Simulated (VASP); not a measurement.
Given:

```yaml
crystal:
  lattice:
    - [0.00000, 2.96517, 2.96517]
    - [2.96517, 0.00000, 2.96517]
    - [2.96517, 2.96517, 0.00000]
  atoms:
    - { symbol: Pb, position: [0.00000, 0.00000, 0.00000] }
    - { symbol: F, position: [0.25000, 0.25000, 0.25000] }
    - { symbol: F, position: [0.75000, 0.75000, 0.75000] }
```

These are optB86b-vdW, VASP's PBE PAW potentials (set 64) (plane waves; VASP 6.6.1) values and carry that method's errors. Numerical set-up: 520 eV cut-off, 7×7×7 Γ-centred mesh, tetrahedra with Blöchl corrections, potentials Pb_d F.

Task: Estimate the energy per atom (σ→0).

Result: 
| Quantity | Result |
|---|---|
| energy per atom (σ→0) | -2.479 eV/atom |

Only differences to runs with the same potentials and settings are physical.

The compound is PbF2 in the fluorite structure, the β form. It was relaxed first.
